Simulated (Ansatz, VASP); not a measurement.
# PtC in two plane-wave programs, part 2 of 2

Wanted: the spread between two codes on one cell, functional and k mesh. The cell is generated by rule, not measured, and may not be a known phase. The cell is taken from a series of runs on this material, whose earlier steps may have relaxed, scaled, displaced or heated it; both programs get it as it stands.

VASP 6.6.1 and Ansatz 0.2.0.

So far: Starting point; VASP: relaxation of cell and atoms, PBEsol, pair 1; Ansatz: relaxation of cell and atoms, PBEsol, pair 1; Comparison.

**5. Ansatz: relaxation of cell and atoms, PBEsol, pair 2**

Level of this step: Ansatz beside VASP: Kohn-Sham DFT, plane waves, PBEsol (Ansatz).

The relaxed volume is the usual yardstick between codes: in a stiff, nearly cubic crystal its relative difference is about their pressure difference at one cell divided by the bulk modulus. Its start cell is another than that of the pair before, and may be another structure of the material.

The cell is taken from a series of runs on this material, whose earlier steps may have relaxed, scaled, displaced or heated it; both programs get it as it stands.

The input, input.yaml:

```yaml
crystal:
  lattice:
    - [2.9484704143, 0.0, 0.0]
    - [0.0, 2.9484704143, 0.0]
    - [0.0, 0.0, 2.7599347111]
  atoms:
    - { symbol: Pt, position: [0.0, 0.0, 0.0] }
    - { symbol: C, position: [0.5, 0.5, 0.0] }
kpoints:
  mp_grid: { grid: [12, 12, 14] }
hamiltonian:
  xc: pbesol
scf:
  occupations: { method: methfessel_paxton, width: 0.15 }
output:
  forces: true
  stress: true
  eigenvalues: true
relax:
  adjacent_minimum: "off"
  f_tol: 0.001
  max_steps: 60
  cell: { stress_tol: 0.01 }
```

Command:

```
$ ansatz run input.yaml --threads 4 --pin off --max-ram 7168MiB --backend cpu --events-out ev --progress --plain --runs-dir out
```

Numbers of over 12 decimals in the logs are rounded to 6 here.

The program printed:

```text
[...]
Crystal: 2 atoms, lattice volume = 23.993 Å³
Basis set: ecut = 420 eV, 461 PW (Γ), exchange–correlation on 40×40×40 points (8 copies of the dense FFT grid, shifted against one another)
Bands: 15, of which v1, the nominal top of the filled ones, is band 11 counted from 1 (10 counted from 0)
Symmetry: 16 space group operations
[...]
k-points: 224 of 2016
[...]
k-point 223: bands = [... 7 lower, 14.4823, 14.4823, 14.9733, 16.3878, 16.7131, 20.6229, 23.9052, 25.5837]
--- Relaxed structure (4 steps of the walk, 4 accepted, 1 SCFs on fresh bases) ---
[...]
cell:  # Å, volume = 23.9929 Å³
    - [2.949059, 0, 0.0]
    - [0, 2.949059, 0.0]
    - [0.0, 0.0, 2.758766]
  atoms:
    - { symbol: Pt, position: [0, 0, 0.0] }
    - { symbol: C, position: [0.5, 0.5, 0.0] }
[key lines of the parts left out:]
SCF converged after 4 iterations
Free energy (F): -12627.890601 eV
Fermi energy:    17.474602 eV
P = ⅓ Tr σ = -0.0003 GPa (-0.003 kbar)
```

**6. VASP: relaxation of cell and atoms, PBEsol, pair 2**

The same cell, functional, mesh and smearing now go to VASP, with its own data sets.

The input, INCAR:

```
SYSTEM = PtC
PREC = Accurate
ENCUT = 600
EDIFF = 1E-07
NELM = 120
ISMEAR = 1
SIGMA = 0.15
LREAL = .FALSE.
ALGO = Normal
GGA = PS
NBANDS = 13
LASPH = .TRUE.
LORBIT = 11
LWAVE = .FALSE.
LCHARG = .FALSE.
ISIF = 3
IBRION = 2
NSW = 80
EDIFFG = -0.005
GGA_COMPAT = .FALSE.
NELMIN = 4
KPAR = 2
```

The input, POSCAR:

```
PtC
1.0
    2.9484700000      0.0000000000      0.0000000000
    0.0000000000      2.9484700000      0.0000000000
    0.0000000000      0.0000000000      2.7599350000
Pt C
1 1
Direct
    0.0000000000      0.0000000000      0.0000000000
    0.5000000000      0.5000000000      0.0000000000
```

The input, KPOINTS:

```
Automatic mesh
0
Gamma
12 12 14
0 0 0
```

Potentials, in the order of the species: Pt and C (PBE family, release 64).

Command:

```
$ mpirun -np 2 vasp_std
```

The program printed:

```text
[banner, memory and clock lines left out]
running    2 mpi-ranks, on    1 nodes
[...]
[... a notice as in an earlier step ...]

 LDA part: xc-table for (Slater+PW92), standard interpolation
 POSCAR, INCAR and KPOINTS ok, starting setup
[...]
entering main loop
       N       E                     dE             d eps       ncg     rms          rms(c)
DAV:   1     0.610754581293E+02    0.61075E+02   -0.77537E+03  5880   0.113E+03
DAV:   2    -0.137819633698E+02   -0.74857E+02   -0.69157E+02  6707   0.222E+02
DAV:   3    -0.158516508817E+02   -0.20697E+01   -0.20482E+01  7089   0.359E+01
DAV:   4    -0.158636387472E+02   -0.11988E-01   -0.11982E-01  6779   0.315E+00
[...]
DAV:  13    -0.139912287458E+02    0.12419E-06   -0.39806E-07  6659   0.477E-03    0.318E-03
DAV:  14    -0.139912286375E+02    0.10821E-06   -0.10202E-07  4035   0.235E-03    0.705E-04
DAV:  15    -0.139912286306E+02    0.69610E-08   -0.16596E-08  3347   0.108E-03
   1 F= -.13991229E+02 E0= -.13991372E+02  d E =-.139912E+02
[... from here on, the cycles between the ionic steps are left out ...]
   2 F= -.13991132E+02 E0= -.13991256E+02  d E =0.961986E-04
   3 F= -.13991280E+02 E0= -.13991416E+02  d E =-.510939E-04
   4 F= -.13991304E+02 E0= -.13991434E+02  d E =-.242421E-04
 trial-energy change:   -0.000024  1 .order   -0.000024   -0.000045   -0.000003
 step:   0.9423(harm=  0.9423)  dis= 0.00000  next Energy=   -13.991304 (dE=-0.245E-04)
 reached required accuracy - stopping structural energy minimisation
```

OUTCAR, selected parts (step 6):

```text
  Total       -0.0003204     -0.0003204     -0.0031053      0.0000000      0.0000000      0.0000000
  in kB       -0.0213998     -0.0213998     -0.2074169      0.0000000      0.0000000      0.0000000
  external PRESSURE =      -0.0834055 kB  Pullay stress =       0.0000000 kB

 POSITION                                       TOTAL-FORCE (eV/Angst)
 -----------------------------------------------------------------------------------
      0.00000      0.00000      0.00000         0.000000      0.000000      0.000000
      1.47510      1.47510     -0.00000         0.000000     -0.000000      0.000000
 -----------------------------------------------------------------------------------
    total drift:                                0.000000     -0.000000     -0.000000

  FREE ENERGIE OF THE ION-ELECTRON SYSTEM (eV)
  ---------------------------------------------------
  free  energy   TOTEN  =       -13.9913039666 eV

  energy  without entropy=      -13.9916952318  energy(sigma->0) =      -13.99143439

[... 1 part as in an earlier step ...]

[... 3 further parts left out ...]
[key lines of the parts left out:]
E-fermi :   9.0242
```

The run keeps the 16 symmetry operations of its start, so it cannot find a distortion of lower symmetry.

**7. Side by side**

What differs besides the data sets and the points named for the pairs above, as far as they apply: the data sets hold 22 valence electrons in Ansatz (on its default PAW (the set named soft_2) files) and 14 in VASP. Total energies have different zeros and are not compared.

The two programs side by side:

```csv
quantity,Ansatz,VASP,difference
volume (Å³),23.99,23.99,+0.03 %
"edge a after relaxation, in the typed setting (Å)",2.949,2.950,-0.04 %
"edge c after relaxation, in the typed setting (Å)",2.759,2.756,+0.11 %
```

**8. VASP: relaxation of cell and atoms, PBEsol, pair 3**

The relaxed volume is the usual yardstick between codes: in a stiff, nearly cubic crystal its relative difference is about their pressure difference at one cell divided by the bulk modulus.

INCAR is that of step 6.

The input, POSCAR:

```
PtC
1.0
    2.9494670000      0.0000000000      0.0000000000
    0.0000000000      2.9494670000      0.0000000000
    0.0000000000      0.0000000000      2.7553520000
Pt C
1 1
Direct
    0.0000000000      0.0000000000      0.0000000000
    0.5000000000      0.5000000000      0.0000000000
```

KPOINTS is that of step 6.

Command:

```
$ mpirun -np 2 vasp_std
```

The program printed:

```text
[... set-up lines as in an earlier step ...]
 entering main loop
       N       E                     dE             d eps       ncg     rms          rms(c)
DAV:   1     0.606012089107E+02    0.60601E+02   -0.77466E+03  5888   0.113E+03
DAV:   2    -0.137765282754E+02   -0.74378E+02   -0.68760E+02  6799   0.220E+02
DAV:   3    -0.158492580018E+02   -0.20727E+01   -0.20475E+01  7064   0.358E+01
DAV:   4    -0.158610225558E+02   -0.11765E-01   -0.11762E-01  6784   0.310E+00
[...]
DAV:  13    -0.139912772970E+02    0.11501E-06   -0.42741E-07  6695   0.494E-03    0.319E-03
DAV:  14    -0.139912771862E+02    0.11082E-06   -0.10041E-07  3985   0.234E-03    0.726E-04
DAV:  15    -0.139912771807E+02    0.55065E-08   -0.17334E-08  3337   0.109E-03
   1 F= -.13991277E+02 E0= -.13991409E+02  d E =-.139913E+02
[...]
N       E                     dE             d eps       ncg     rms          rms(c)
DAV:   1    -0.139917877052E+02   -0.51052E-03   -0.92641E-03  6154   0.897E-01    0.184E-01
[...]
DAV:   5    -0.139912277049E+02    0.24192E-06   -0.24132E-06  6454   0.114E-02    0.610E-03
DAV:   6    -0.139912274585E+02    0.24632E-06   -0.41582E-07  6829   0.455E-03    0.788E-04
DAV:   7    -0.139912274379E+02    0.20676E-07   -0.25581E-08  3237   0.127E-03
   2 F= -.13991227E+02 E0= -.13991352E+02  d E =0.497428E-04
 trial-energy change:    0.000050  1 .order    0.000048   -0.000069    0.000165
 step:   0.2862(harm=  0.2938)  dis= 0.00000  next Energy=   -13.991287 (dE=-0.981E-05)
[...]
N       E                     dE             d eps       ncg     rms          rms(c)
DAV:   1    -0.139915693507E+02   -0.34189E-03   -0.47132E-03  6129   0.640E-01    0.132E-01
DAV:   2    -0.139913580974E+02    0.21125E-03   -0.17769E-03  6354   0.337E-01    0.767E-02
DAV:   3    -0.139912919633E+02    0.66134E-04   -0.20475E-04  6369   0.108E-01    0.389E-02
DAV:   4    -0.139912865091E+02    0.54542E-05   -0.24889E-05  6394   0.399E-02    0.998E-03
DAV:   5    -0.139912866648E+02   -0.15573E-06   -0.12463E-06  6434   0.810E-03    0.431E-03
DAV:   6    -0.139912867620E+02   -0.97257E-07   -0.22471E-07  5500   0.341E-03
   3 F= -.13991287E+02 E0= -.13991416E+02  d E =-.958135E-05
[...]
reached required accuracy - stopping structural energy minimisation
```

OUTCAR, selected parts (step 8):

```text
  Total        0.0000635      0.0000635      0.0011324      0.0000000      0.0000000      0.0000000
  in kB        0.0042449      0.0042449      0.0756476      0.0000000      0.0000000      0.0000000
  external PRESSURE =       0.0280458 kB  Pullay stress =       0.0000000 kB

 POSITION                                       TOTAL-FORCE (eV/Angst)
 -----------------------------------------------------------------------------------
      0.00000      0.00000      0.00000         0.000000     -0.000000      0.000000
      1.47511      1.47511      0.00000         0.000000      0.000000      0.000000
 -----------------------------------------------------------------------------------
    total drift:                                0.000000     -0.000000     -0.000000

  FREE ENERGIE OF THE ION-ELECTRON SYSTEM (eV)
  ---------------------------------------------------
  free  energy   TOTEN  =       -13.9912867620 eV

  energy  without entropy=      -13.9916754247  energy(sigma->0) =      -13.99141632

[... 2 parts as in an earlier step ...]

[... 2 further parts left out ...]
[key lines of the parts left out:]
E-fermi :   9.0259
```

**9. Ansatz: relaxation of cell and atoms, PBEsol, pair 3**

The same cell, functional, mesh and smearing now go to Ansatz, which takes its cutoff from its data sets.

The cell is taken from a series of runs on this material, whose earlier steps may have relaxed, scaled, displaced or heated it; both programs get it as it stands.

Edit input.yaml of step 5 so:

```diff
@@ -2,5 +2,5 @@
   lattice:
-    - [2.9484704143, 0.0, 0.0]
-    - [0.0, 2.9484704143, 0.0]
-    - [0.0, 0.0, 2.7599347111]
+    - [2.9494674743, 0.0, 0.0]
+    - [0.0, 2.9494674743, 0.0]
+    - [0.0, 0.0, 2.7553516666]
   atoms:
```

Command:

```
$ ansatz run input.yaml --threads 4 --pin off --max-ram 7168MiB --backend cpu --events-out ev --progress --plain --runs-dir out
```

The program printed:

```text
[...]
Crystal: 2 atoms, lattice volume = 23.970 Å³
Basis set: ecut = 420 eV, 461 PW (Γ), exchange–correlation on 40×40×40 points (8 copies of the dense FFT grid, shifted against one another)
Bands: 15, of which v1, the nominal top of the filled ones, is band 11 counted from 1 (10 counted from 0)
Symmetry: 16 space group operations
[...]
k-points: 224 of 2016
[...]
k-point 223: bands = [... 7 lower, 14.4829, 14.4829, 14.9737, 16.3884, 16.7138, 20.6237, 23.9058, 25.5847]
--- Relaxed structure (4 steps of the walk, 4 accepted, 1 SCFs on fresh bases) ---
[...]
cell:  # Å, volume = 23.9922 Å³
    - [2.949043, 0.0, 0.0]
    - [0.0, 2.949043, 0.0]
    - [0.0, 0.0, 2.758724]
  atoms:
    - { symbol: Pt, position: [0, 0, 0.0] }
    - { symbol: C, position: [0.5, 0.5, 0.0] }
[key lines of the parts left out:]
SCF converged after 5 iterations
Free energy (F): -12627.890600 eV
Fermi energy:    17.475221 eV
P = ⅓ Tr σ = 0.0052 GPa (0.052 kbar)
```

**10. Comparison**

What differs besides the data sets and the points named for the pairs above, as far as they apply: the data sets hold 22 valence electrons in Ansatz (on its default PAW (the set named soft_2) files) and 14 in VASP. Total energies have different zeros and are not compared.

The two programs side by side:

```csv
quantity,Ansatz,VASP,difference
volume (Å³),23.99,23.98,+0.04 %
"edge a after relaxation, in the typed setting (Å)",2.949,2.950,-0.04 %
"edge c after relaxation, in the typed setting (Å)",2.759,2.756,+0.12 %
```

**11. Outcome**

```json
{"difference in volume (relaxation of cell and atoms, PBEsol, pair 1)": "-0.038 %", "difference in edge c after relaxation, in the typed setting (relaxation of cell and atoms, PBEsol, pair 2)": "0.11 %", "difference in edge c after relaxation, in the typed setting (relaxation of cell and atoms, PBEsol, pair 3)": "0.12 %"}
```

In words: The difference in edge c after relaxation, in the typed setting is 0.12 % (relaxation of cell and atoms, PBEsol, pair 3), within the 1.2 % picked in this series as the mark of a large difference, as far as the stopping tolerances let one tell. The data sets hold unlike numbers of valence electrons (22 in Ansatz and 14 in VASP), so part of the differences may come from the potentials. 5 further pairs of this series are not shown here. Such differences can come from data sets, numerical settings and the points named under the comparisons, not from the functional's error against experiment.

[Lines on the potential files, build, host, timing and source positions are cut from VASP's logs without a mark.]

[Logs are printed without paths, hosts, clocks, repeated set-up lines and the standing remarks that a program may print on its own settings, such as how far it seeks lower states.]

[Hosts, paths, dates, database ids (printed as entryN), source tags and the programs' standing remarks are cut or masked in the printed files.]
